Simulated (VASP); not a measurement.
Method: G0W0 on PBE orbitals, VASP's PBE PAW potentials (set 64) (plane waves; VASP 6.6.1).

Input for VASP

KPOINTS:
```
Automatic mesh
0
gamma
4 4 3
0 0 0
```

### INCAR
```
SYSTEM = Se
PREC = Normal; ENCUT = 350; LREAL = .FALSE.
LASPH = .TRUE.; NBANDS = 132
ALGO = EVGW0
ISMEAR = 0; SIGMA = 0.01
GGA = PE
LWAVE = .FALSE.; LCHARG = .FALSE.
NELMGW = 1; NOMEGA = 64; ENCUTGW = 170
NBANDSGW = 17; LSPECTRALGW = .TRUE.
```

POSCAR:
```
Se
1
    4.5048200000     0.0000000000     0.0000000000
   -2.2524100000     3.9012890000     0.0000000000
    0.0000000000     0.0000000000     4.9788000000
Se
3
Direct
  0.2178900000   0.0000000000   0.3333330000
  0.0000000000   0.2178900000   0.6666670000
  0.7821100000   0.7821100000   0.0000000000
```

POTCAR, in this order: Se_GW (PBE.64 set). Program: vasp_std. Read from the step before: WAVECAR, WAVEDER.

Output

**OSZICAR**
```
energies w=
    0.000    0.000    0.500    0.000    0.999    0.000    1.496    0.000
    1.989    0.000    2.478    0.000    2.963    0.000    3.441    0.000
    3.914    0.000    4.380    0.000    4.840    0.000    5.294    0.000
    5.741    0.000    6.182    0.000    6.618    0.000    7.049    0.000
    7.475    0.000    7.897    0.000    8.316    0.000    8.733    0.000
    9.148    0.000    9.563    0.000    9.978    0.000   10.394    0.000
   10.812    0.000   11.234    0.000   11.660    0.000   12.092    0.000
   12.530    0.000   12.978    0.000   13.435    0.000   13.904    0.000
   14.387    0.000   14.885    0.000   15.401    0.000   15.938    0.000
   16.498    0.000   17.084    0.000   17.701    0.000   18.353    0.000
   19.044    0.000   19.781    0.000   20.570    0.000   21.419    0.000
   22.338    0.000   23.338    0.000   24.434    0.000   25.640    0.000
   26.980    0.000   28.479    0.000   30.169    0.000   32.093    0.000
   34.306    0.000   36.881    0.000   39.918    0.000   43.553    0.000
   47.985    0.000   53.507    0.000   60.572    0.000   69.925    0.000
   82.876    0.000  101.962    0.000  132.827    0.000  191.089    0.000
NQ=   1    0.0000    0.0000    0.0000,
 performed        146000 updates of chi_q(r,r)
NQ=   2    0.2500    0.0000    0.0000,
 performed        440000 updates of chi_q(r,r)
NQ=   3    0.5000    0.0000    0.0000,
 performed        649000 updates of chi_q(r,r)
NQ=   4    0.2500    0.2500    0.0000,
 performed        880000 updates of chi_q(r,r)
NQ=   5    0.0000    0.0000    0.3333,
 performed       1062000 updates of chi_q(r,r)
NQ=   6    0.2500    0.0000    0.3333,
 performed       1356000 updates of chi_q(r,r)
NQ=   7    0.0000    0.2500    0.3333,
 performed       1650000 updates of chi_q(r,r)
NQ=   8    0.5000    0.0000    0.3333,
 performed       1944000 updates of chi_q(r,r)
NQ=   9    0.2500    0.2500    0.3333,
 performed       2265000 updates of chi_q(r,r)
 resolving degeneracies of screened two electron integrals
```

OUTCAR:
```


 k-point   1 :       0.0000    0.0000    0.0000
  band No.  KS-energies  QP-energies   sigma(KS)   V_xc(KS)     V^pw_x(r,r')   Z            occupation Imag(sigma)

      1     -13.5531     -13.5450     -12.5587     -12.5724     -20.5456       0.5883       2.0000       1.3121
      2      -9.5708      -9.6952     -13.2797     -13.0815     -19.3181       0.6275       2.0000       0.8895
      3      -9.5708      -9.6952     -13.2797     -13.0815     -19.3181       0.6275       2.0000       0.8895
      4      -1.7856      -2.1777     -12.7076     -12.1490     -15.0560       0.7019       2.0000       0.1812
      5      -1.7856      -2.1777     -12.7076     -12.1490     -15.0560       0.7019       2.0000       0.1812
      6      -1.5119      -1.9856     -11.9023     -11.2185     -14.4045       0.6928       2.0000       0.2159
      7       0.0760      -0.4187     -12.0422     -11.3200     -14.6353       0.6850       2.0000       0.1411
      8       0.0760      -0.4187     -12.0422     -11.3200     -14.6353       0.6850       2.0000       0.1411
      9       1.6969       1.2118     -12.6293     -11.9479     -14.6916       0.7118       2.0000       0.0831
     10       4.0450       4.5107     -10.8263     -11.4773      -7.1720       0.7153       0.0000      -0.0885
     11       4.0450       4.5107     -10.8263     -11.4773      -7.1720       0.7153       0.0000      -0.0885
     12       4.3600       4.7906     -10.4609     -11.0617      -6.7426       0.7167       0.0000      -0.0909
     13       7.9342       8.0732      -7.7815      -7.9611      -3.6985       0.7740       0.0000      -0.1317
     14       8.6449       8.6723      -7.8367      -7.8720      -3.6326       0.7778       0.0000      -0.1829
     15       8.6449       8.6723      -7.8367      -7.8720      -3.6326       0.7778       0.0000      -0.1829
     16      10.4551      10.6661      -8.7531      -9.0373      -4.1473       0.7423       0.0000      -0.2345
     17      10.7734      10.7991      -7.5631      -7.5975      -2.8506       0.7485       0.0000      -0.2733

 k-point   2 :       0.2500    0.0000    0.0000
  band No.  KS-energies  QP-energies   sigma(KS)   V_xc(KS)     V^pw_x(r,r')   Z            occupation Imag(sigma)

      1     -13.3856     -13.3880     -12.6818     -12.6777     -20.5528       0.5924       2.0000       1.2532
      2      -9.7459      -9.8568     -13.1453     -12.9691     -19.3109       0.6290       2.0000       0.9426
      3      -9.5622      -9.6823     -13.2924     -13.1014     -19.3262       0.6290       2.0000       0.8830
      4      -2.5526      -3.0015     -11.9465     -11.2995     -14.9176       0.6940       2.0000       0.3294
      5      -2.1898      -2.6038     -12.4328     -11.8409     -15.0200       0.6994       2.0000       0.2320
      6      -1.3397      -1.7805     -12.0300     -11.3892     -14.6337       0.6879       2.0000       0.2234
      7       0.0201      -0.4437     -12.1545     -11.4818     -14.5968       0.6894       2.0000       0.1363
      8       0.3821      -0.0664     -12.4135     -11.7748     -14.5094       0.7022       2.0000       0.1054
      9       1.3504       0.8699     -12.4212     -11.7421     -14.4929       0.7075       2.0000       0.0898
     10       4.0568       4.4672     -10.5582     -11.1284      -7.0135       0.7199       0.0000      -0.0842
     11       4.1609       4.5661     -10.5773     -11.1414      -7.0296       0.7184       0.0000      -0.0861
     12       4.9389       5.3713     -10.8881     -11.5033      -7.1074       0.7029       0.0000      -0.1114
     13       8.2209       8.3079      -7.9676      -8.0807      -3.7427       0.7698       0.0000      -0.1760
     14       8.2723       8.3142      -7.7200      -7.7743      -3.5250       0.7711       0.0000      -0.1708
     15       9.9007      10.0303      -7.9982      -8.1686      -3.5011       0.7609       0.0000      -0.2458
     16      10.8104      11.0173      -8.8372      -9.1165      -4.1121       0.7411       0.0000      -0.3048
     17      11.0681      11.1866      -8.2878      -8.4472      -3.5573       0.7430       0.0000      -0.2931

 k-point   3 :       0.5000    0.0000    0.0000
  band No.  KS-energies  QP-energies   sigma(KS)   V_xc(KS)     V^pw_x(r,r')   Z            occupation Imag(sigma)

      1     -13.1928     -13.2031     -12.8342     -12.8168     -20.5737       0.5961       2.0000       1.1778
      2      -9.9641     -10.0648     -12.9534     -12.7933     -19.2788       0.6288       2.0000       1.0249
      3      -9.5529      -9.6702     -13.3075     -13.1216     -19.3336       0.6306       2.0000       0.8770
      4      -2.8420      -3.2895     -11.9185     -11.2724     -15.0331       0.6926       2.0000       0.3717
      5      -2.4657      -2.8891     -12.2956     -11.6881     -15.0187       0.6970       2.0000       0.2653
      6      -1.1490      -1.6056     -11.8652     -11.1930     -14.5964       0.6794       2.0000       0.2238
      7      -0.6169      -1.0419     -11.7599     -11.1375     -14.2660       0.6829       2.0000       0.1869
      8       0.2642      -0.1893     -12.2889     -11.6432     -14.3750       0.7024       2.0000       0.1079
      9       1.1348       0.6632     -12.3933     -11.7232     -14.4838       0.7038       2.0000       0.0952
     10       4.0962       4.4774     -10.4507     -10.9786      -6.9471       0.7221       0.0000      -0.0830
     11       4.5321       4.9364     -10.6621     -11.2291      -7.0533       0.7130       0.0000      -0.0948
     12       5.9983       6.4341     -11.7873     -12.4286      -7.6294       0.6794       0.0000      -0.2162
     13       7.6650       7.6957      -7.7162      -7.7562      -3.6743       0.7677       0.0000      -0.1326
     14       9.5134       9.6338      -8.1880      -8.3443      -3.6922       0.7703       0.0000      -0.2723
     15      11.4122      11.6164      -8.6653      -8.9412      -3.8354       0.7399       0.0000      -0.3025
     16      11.5173      11.6996      -8.5635      -8.8089      -3.7468       0.7428       0.0000      -0.2877
     17      12.2110      12.4381      -8.9259      -9.2293      -3.8542       0.7485       0.0000      -0.4932

 k-point   4 :       0.2500    0.2500    0.0000
  band No.  KS-energies  QP-energies   sigma(KS)   V_xc(KS)     V^pw_x(r,r')   Z            occupation Imag(sigma)

      1     -13.1951     -13.2053     -12.8304     -12.8132     -20.5722       0.5952       2.0000       1.1804
      2      -9.8582      -9.9637     -13.0469     -12.8792     -19.2943       0.6293       2.0000       0.9826
      3      -9.6642      -9.7781     -13.2086     -13.0270     -19.3158       0.6271       2.0000       0.9139
      4      -2.7302      -3.1770     -11.9928     -11.3498     -14.9982       0.6950       2.0000       0.3384
      5      -2.6120      -3.0498     -12.1149     -11.4856     -14.9965       0.6957       2.0000       0.3081
      6      -0.9880      -1.4168     -12.0333     -11.4094     -14.5114       0.6873       2.0000       0.1923
      7      -0.3826      -0.8328     -11.8646     -11.2053     -14.4436       0.6828       2.0000       0.1680
      8      -0.0652      -0.4922     -12.2391     -11.6302     -14.3044       0.7012       2.0000       0.1189
      9       0.8518       0.3711     -12.0315     -11.3441     -14.2307       0.6993       2.0000       0.1085
     10       4.5572       4.9403     -10.8070     -11.3470      -7.1791       0.7094       0.0000      -0.1001
     11       4.9796       5.3741     -11.1223     -11.6849      -7.3876       0.7012       0.0000      -0.1222
     12       5.5074       5.9417     -11.2626     -11.8919      -7.3481       0.6903       0.0000      -0.1423
     13       8.0026       8.0498      -7.7707      -7.8321      -3.6329       0.7679       0.0000      -0.1484
     14       9.0698       9.1830      -8.1571      -8.3045      -3.6920       0.7676       0.0000      -0.2598
     15      10.6175      10.7875      -8.4395      -8.6671      -3.7749       0.7471       0.0000      -0.2938
     16      11.2344      11.3732      -8.2054      -8.3913      -3.4297       0.7465       0.0000      -0.3018
     17      12.1154      12.3309      -8.8683      -9.1572      -3.8977       0.7459       0.0000      -0.3694

 k-point   5 :       0.0000    0.0000    0.3333
  band No.  KS-energies  QP-energies   sigma(KS)   V_xc(KS)     V^pw_x(r,r')   Z            occupation Imag(sigma)

      1     -13.0430     -13.0613     -12.6599     -12.6293     -20.3895       0.5983       2.0000       1.2908
      2     -11.6020     -11.6545     -12.8879     -12.8042     -19.9471       0.6278       2.0000       1.1850
      3      -7.7768      -7.9361     -13.6018     -13.3676     -18.7815       0.6804       2.0000       0.7782
      4      -2.5746      -2.9813     -12.8659     -12.2867     -15.4797       0.7023       2.0000       0.2276
      5      -1.4027      -1.8197     -12.5639     -11.9650     -14.9651       0.6963       2.0000       0.1729
      6      -1.3390      -1.7967     -12.2305     -11.5735     -14.6534       0.6967       2.0000       0.1881
      7       0.3615      -0.1276     -11.9077     -11.1978     -14.2926       0.6889       2.0000       0.1324
      8       0.8011       0.3137     -12.3601     -11.6663     -14.6486       0.7025       2.0000       0.1014
      9       1.0279       0.5408     -12.1002     -11.4080     -14.2640       0.7037       2.0000       0.1017
     10       3.4884       3.8450      -9.9843     -10.4667      -6.5836       0.7393       0.0000      -0.0710
     11       3.5471       3.9599     -10.8152     -11.3880      -7.4456       0.7207       0.0000      -0.0752
     12       3.7024       4.0567     -10.0272     -10.5091      -6.6039       0.7352       0.0000      -0.0737
     13       8.7222       8.8797      -8.2190      -8.4240      -3.9370       0.7684       0.0000      -0.1613
     14       9.2456       9.2929      -7.6655      -7.7275      -3.3764       0.7632       0.0000      -0.1605
     15       9.8669      10.1347      -8.9452      -9.2910      -4.3310       0.7745       0.0000      -0.3767
     16       9.9002      10.1936      -8.7157      -9.0943      -4.1048       0.7749       0.0000      -0.3352
     17      10.2844      10.3116      -7.6148      -7.6511      -3.0781       0.7496       0.0000      -0.2167

 k-point   6 :       0.2500    0.0000    0.3333
  band No.  KS-energies  QP-energies   sigma(KS)   V_xc(KS)     V^pw_x(r,r')   Z            occupation Imag(sigma)

...
```
(Selected blocks of OUTCAR.)

The mesh is coarse and the basis finite, so the quasiparticle values are not converged.

The structure comes from a computed database's Se entry (P3_121); how it stands against other phases isn't given here. The cell was not relaxed at this level. The k-mesh is coarse (spacing up to 0.42 per Å, 2π included), so the numbers may not be converged in it.
